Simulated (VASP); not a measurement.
# BiAs (Pm-3m) in VASP: a series of runs, part 2 of 2

VASP 6.6.1.

### Step 3. Electric field gradients, PBE

The input, INCAR:

```
PREC = Accurate ; ENCUT = 520
EDIFF = 1E-8 ; ISMEAR = -1
SIGMA = 0.05 ; LREAL = F
LASPH = T ; NELM = 100
ALGO = Normal ; ISIF = 2
LWAVE = F ; LCHARG = F
GGA = PE ; LEFG = T
NBANDS = 17
```

The input, KPOINTS:

```
regular mesh
0
Gamma
  13 13 13
```

The input, POSCAR:

```
BiAs
1.0
    3.6940488986      0.0000000000      0.0000000000
    0.0000000000      3.6940488986      0.0000000000
    0.0000000000      0.0000000000      3.6940488986
As Bi
1 1
Direct
    0.0000000000      0.0000000000      0.0000000000
    0.5000000000      0.5000000000      0.5000000000
```

Potentials or basis: VASP PAW PBE potentials, release 64 (As, Bi_d).

The run is started by

```
> cat potpaw_PBE.64/As/POTCAR potpaw_PBE.64/Bi_d/POTCAR > POTCAR
> mpirun -np 1 vasp_std > vasp.out
```

OUTCAR:

```text
PREC = Accurate
   ENCUT = 520
   EDIFF = 1E-8
   ISMEAR = -1
   LREAL = F
   LASPH = T
   NELM = 100
   ISIF = 2
   GGA = PE

 ion  position               nearest neighbor table
   1  0.000  0.000  0.000-   2 3.20   2 3.20   2 3.20   2 3.20   2 3.20   2 3.20   2 3.20   2 3.20

   2  0.500  0.500  0.500-   1 3.20   1 3.20   1 3.20   1 3.20   1 3.20   1 3.20   1 3.20   1 3.20

  LATTYP: Found a simple cubic cell.
 ALAT       =     3.6940488986

  Lattice vectors:

 A1 = (   3.6940488986,   0.0000000000,   0.0000000000)
 A2 = (   0.0000000000,   3.6940488986,   0.0000000000)
 A3 = (   0.0000000000,   0.0000000000,   3.6940488986)

Analysis of symmetry for initial positions (statically):
=====================================================================
 Subroutine PRICEL returns:
 Original cell was already a primitive cell.

 Routine SETGRP: Setting up the symmetry group for a
 simple cubic supercell.

 Subroutine GETGRP returns: Found 48 space group operations
 (whereof 48 operations were pure point group operations)
 out of a pool of 48 trial point group operations.

The static configuration has the point symmetry O_h .

Analysis of symmetry for dynamics (positions and initial velocities):
=====================================================================
 Subroutine PRICEL returns:
 Original cell was already a primitive cell.

 Routine SETGRP: Setting up the symmetry group for a
 simple cubic supercell.

 Subroutine GETGRP returns: Found 48 space group operations
 (whereof 48 operations were pure point group operations)
 out of a pool of 48 trial point group operations.

The dynamic configuration has the point symmetry O_h .

 Subroutine INISYM returns: Found 48 space group operations
[... 158 lines left out ...]
      4     -15.8985      2.00000
      5     -15.8985      2.00000
      6      -6.7557      2.00000
[... 457 lines left out ...]
      4     -15.9130      2.00000
      5     -15.8944      2.00000
      6      -4.3823      2.00000
[... 9 lines left out ...]
     16      15.9161      0.00000
     17      17.4805      0.00000

 [... further k-points ...]

------------------------ aborting loop because EDIFF is reached ----------------------------------------

  FORCE on cell =-STRESS in cart. coord.  units (eV):
  Direction    XX          YY          ZZ          XY          YZ          ZX
  --------------------------------------------------------------------------------------
  -------------------------------------------------------------------------------------
  Total        0.0054345      0.0054345      0.0054345     -0.0000000      0.0000000     -0.0000000
  in kB        0.1727286      0.1727286      0.1727286     -0.0000000      0.0000000     -0.0000000
  external PRESSURE =       0.1727286 kB  Pullay stress =       0.0000000 kB

 VOLUME and BASIS-vectors are now :
 -----------------------------------------------------------------------------
  energy-cutoff  :      520.00
  volume of cell :       50.41
      direct lattice vectors                 reciprocal lattice vectors
     3.694048899  0.000000000  0.000000000     0.270705675  0.000000000  0.000000000
     0.000000000  3.694048899  0.000000000     0.000000000  0.270705675  0.000000000
     0.000000000  0.000000000  3.694048899     0.000000000  0.000000000  0.270705675

 POSITION                                       TOTAL-FORCE (eV/Angst)
 -----------------------------------------------------------------------------------
      0.00000      0.00000      0.00000         0.000000      0.000000      0.000000
      1.84702      1.84702      1.84702         0.000000      0.000000      0.000000
 -----------------------------------------------------------------------------------
    total drift:                                0.000000      0.000000      0.000000

  FREE ENERGIE OF THE ION-ELECTRON SYSTEM (eV)
  ---------------------------------------------------
  free  energy   TOTEN  =        -8.0608690677 eV

  energy  without entropy=       -8.0513170982  energy(sigma->0) =       -8.05609308

 Electric field gradients (V/A^2)
---------------------------------------------------------------------
 ion       V_xx      V_yy      V_zz      V_xy      V_xz      V_yz
---------------------------------------------------------------------
   1      -0.000    -0.000     0.000     0.000    -0.000     0.000
   2      -0.000     0.000     0.000     0.000     0.000     0.000
---------------------------------------------------------------------

 Electric field gradients after diagonalization (V/A^2)
 (convention: |V_zz| > |V_xx| > |V_yy|)
----------------------------------------------------------------------
 ion       V_xx      V_yy      V_zz     asymmetry (V_yy - V_xx)/ V_zz
----------------------------------------------------------------------
   1      -0.000    -0.000     0.000       0.033
   2       0.000    -0.000     0.000      -0.400
----------------------------------------------------------------------

           NMR quadrupolar parameters

 Cq : quadrupolar parameter    Cq=e*Q*V_zz/h
 eta: asymmetry parameters     (V_yy - V_xx)/ V_zz
 Q  : nuclear electric quadrupole moment in mb (millibarn)
----------------------------------------------------------------------
 ion       Cq(MHz)       eta       Q (mb)
----------------------------------------------------------------------
   1       0.000       0.033       1.000
   2       0.000      -0.400       1.000
----------------------------------------------------------------------
```

stdout:

```text
POSCAR found type information on POSCAR AsBi
 POSCAR found :  2 types and       2 ions
 scaLAPACK will be used
 LDA part: xc-table for (Slater+PW92), standard interpolation
 POSCAR, INCAR and KPOINTS ok, starting setup
 FFT: planning ... GRIDC
 FFT: planning ... GRID_SOFT
 FFT: planning ... GRID
 WAVECAR not read
 entering main loop
ion   1

ion   2
```

It took 52 s on 1 thread of Intel Xeon Platinum 8259CL at 2.50GHz (Skylake/Cascade Lake), shared host; peak memory 0.2 GiB.

Results:

```yaml
Free_energy: -8.0609 eV
Pressure: 0.0 GPa
Band_gap_on_the_k_mesh: none (metal or under the smearing width)
```

Electric field gradients, principal values (V/Å²):
| atom | Vxx | Vyy | Vzz |
| --- | --- | --- | --- |
| 1 As | 0.000 | 0.000 | 0.000 |
| 2 Bi | 0.000 | 0.000 | 0.000 |

Caveat: spin-orbit coupling is left out, which moves the levels of the heavy elements.
